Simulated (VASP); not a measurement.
Given:

```yaml
crystal:
  lattice:
    - [0.00000, 3.19500, 3.19500]
    - [3.19500, 0.00000, 3.19500]
    - [3.19500, 3.19500, 0.00000]
  atoms:
    - { symbol: Ba, position: [0.00000, 0.00000, 0.00000] }
    - { symbol: S, position: [0.50000, 0.50000, 0.50000] }
```

Calculation: G0W0 on PBE orbitals, VASP's PBE PAW potentials (set 64) (plane waves; VASP 6.6.1). Settings: PREC = Normal, 500 eV cut-off, 6×6×6 Γ-centred mesh, Gaussian smearing of 0.010 eV, potentials Ba_sv_GW S_GW.

The mesh is coarse and the basis finite, so the quasiparticle values are not converged.

NBANDS = 128, ENCUTGW = 180 eV, NOMEGA = 64. The PBE levels (eV) that the step starts from are:

```json
[
 {"state": "k1 (0.00, 0.00, 0.00), band 5", "KS energy": "-7.28", "filling": "2"},
 {"state": "k1 (0.00, 0.00, 0.00), band 6", "KS energy": "3.01", "filling": "2"},
 {"state": "k1 (0.00, 0.00, 0.00), band 7", "KS energy": "3.01", "filling": "2"},
 {"state": "k1 (0.00, 0.00, 0.00), band 8", "KS energy": "3.01", "filling": "2"},
 {"state": "k1 (0.00, 0.00, 0.00), band 9", "KS energy": "6.69", "filling": "0"},
 {"state": "k1 (0.00, 0.00, 0.00), band 10", "KS energy": "6.98", "filling": "0"},
 {"state": "k1 (0.00, 0.00, 0.00), band 11", "KS energy": "6.98", "filling": "0"},
 {"state": "k1 (0.00, 0.00, 0.00), band 12", "KS energy": "6.98", "filling": "0"},
 {"state": "k7 (0.50, 0.17, 0.00), band 5", "KS energy": "-6.26", "filling": "2"},
 {"state": "k7 (0.50, 0.17, 0.00), band 6", "KS energy": "1.51", "filling": "2"},
 {"state": "k7 (0.50, 0.17, 0.00), band 7", "KS energy": "2.16", "filling": "2"},
 {"state": "k7 (0.50, 0.17, 0.00), band 8", "KS energy": "2.21", "filling": "2"},
 {"state": "k7 (0.50, 0.17, 0.00), band 9", "KS energy": "7.29", "filling": "0"},
 {"state": "k7 (0.50, 0.17, 0.00), band 10", "KS energy": "8.79", "filling": "0"},
 {"state": "k7 (0.50, 0.17, 0.00), band 11", "KS energy": "9.61", "filling": "0"},
 {"state": "k7 (0.50, 0.17, 0.00), band 12", "KS energy": "9.81", "filling": "0"},
 {"state": "k16 (-0.33, 0.50, 0.17), band 5", "KS energy": "-6.76", "filling": "2"},
 {"state": "k16 (-0.33, 0.50, 0.17), band 6", "KS energy": "2.17", "filling": "2"},
 {"state": "k16 (-0.33, 0.50, 0.17), band 7", "KS energy": "2.55", "filling": "2"},
 {"state": "k16 (-0.33, 0.50, 0.17), band 8", "KS energy": "2.68", "filling": "2"},
 {"state": "k16 (-0.33, 0.50, 0.17), band 9", "KS energy": "6.26", "filling": "0"},
 {"state": "k16 (-0.33, 0.50, 0.17), band 10", "KS energy": "8.51", "filling": "0"},
 {"state": "k16 (-0.33, 0.50, 0.17), band 11", "KS energy": "9.27", "filling": "0"},
 {"state": "k16 (-0.33, 0.50, 0.17), band 12", "KS energy": "10.03", "filling": "0"}
]
```

Task: Give the quasiparticle energies and renormalisation factors Z.

Result: 
| state | QP energy (eV) | Z |
|---|---|---|
| k1 (0.00, 0.00, 0.00), band 5 | -8.01 | 0.69 |
| k1 (0.00, 0.00, 0.00), band 6 | 2.20 | 0.75 |
| k1 (0.00, 0.00, 0.00), band 7 | 2.20 | 0.75 |
| k1 (0.00, 0.00, 0.00), band 8 | 2.20 | 0.75 |
| k1 (0.00, 0.00, 0.00), band 9 | 7.02 | 0.80 |
| k1 (0.00, 0.00, 0.00), band 10 | 7.59 | 0.79 |
| k1 (0.00, 0.00, 0.00), band 11 | 7.59 | 0.79 |
| k1 (0.00, 0.00, 0.00), band 12 | 7.59 | 0.79 |
| k7 (0.50, 0.17, 0.00), band 5 | -7.10 | 0.71 |
| k7 (0.50, 0.17, 0.00), band 6 | 0.55 | 0.73 |
| k7 (0.50, 0.17, 0.00), band 7 | 1.27 | 0.74 |
| k7 (0.50, 0.17, 0.00), band 8 | 1.33 | 0.74 |
| k7 (0.50, 0.17, 0.00), band 9 | 7.85 | 0.79 |
| k7 (0.50, 0.17, 0.00), band 10 | 9.43 | 0.77 |
| k7 (0.50, 0.17, 0.00), band 11 | 10.47 | 0.76 |
| k7 (0.50, 0.17, 0.00), band 12 | 10.63 | 0.77 |
| k16 (-0.33, 0.50, 0.17), band 5 | -7.58 | 0.71 |
| k16 (-0.33, 0.50, 0.17), band 6 | 1.28 | 0.74 |
| k16 (-0.33, 0.50, 0.17), band 7 | 1.65 | 0.75 |
| k16 (-0.33, 0.50, 0.17), band 8 | 1.81 | 0.75 |
| k16 (-0.33, 0.50, 0.17), band 9 | 6.75 | 0.80 |
| k16 (-0.33, 0.50, 0.17), band 10 | 9.23 | 0.78 |
| k16 (-0.33, 0.50, 0.17), band 11 | 10.16 | 0.78 |
| k16 (-0.33, 0.50, 0.17), band 12 | 10.99 | 0.78 |
On the mesh the gap opens from 2.21 to 3.41 eV.

The compound is BaS in the rock salt structure. The cell was not relaxed at this level.
